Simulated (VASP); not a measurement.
All values below come from PBE GGA, VASP's PBE PAW potentials (set 64) (plane waves; VASP).

The input files of a VASP run:

File KPOINTS:
```
Automatic mesh
0
G
 12 12 12
```

### INCAR
```
SYSTEM = Mo
PREC = Accurate
ENCUT = 400
EDIFF = 1E-6
NELM = 100
ALGO = Normal
LREAL = .FALSE.
LASPH = .TRUE.
ISMEAR = 1
SIGMA = 0.1
GGA = PE
LMAXMIX = 4
LWAVE = .FALSE.
LCHARG = .FALSE.
ISIF = 2
```

### POSCAR
```
Mo
2.782540
 -0.5773501908   0.5773501908   0.5773501908
  0.5773501908  -0.5773501908   0.5773501908
  0.5773501908   0.5773501908  -0.5773501908
Mo
1
Direct
  0.0000000000   0.0000000000   0.0000000000
```

POTCAR, in this order: Mo_sv (PBE.64 set). Program: vasp_std.

Problem. What does the run give for the energy per atom (σ→0), pressure, band gap (on the k-mesh)?

Solution. 
- energy per atom (σ→0): -10.920 eV/atom
- band gap (on the k-mesh): none (metal, semimetal or under 0.01 eV)
- pressure: -12.20 GPa

OSZICAR:
```
...
DAV:   5    -0.116190338325E+02   -0.14472E-04   -0.14473E-04  1823   0.135E-01    0.128E+01
DAV:   6    -0.110019079873E+02    0.61713E+00   -0.11576E+00  1701   0.127E+01    0.313E+00
DAV:   7    -0.109245655298E+02    0.77342E-01   -0.20073E-01  1827   0.492E+00    0.104E+00
DAV:   8    -0.109202372484E+02    0.43283E-02   -0.50044E-03  1695   0.906E-01    0.237E-01
DAV:   9    -0.109203016284E+02   -0.64380E-04   -0.14509E-04  1901   0.161E-01    0.822E-02
DAV:  10    -0.109203113836E+02   -0.97551E-05   -0.10741E-05  1692   0.396E-02    0.210E-03
DAV:  11    -0.109203113917E+02   -0.81625E-08   -0.50349E-08  1002   0.277E-03
   1 F= -.10920311E+02 E0= -.10920134E+02  d E =-.533601E-03
```

The compound is Mo in the bcc structure. The cell was not relaxed at this level.
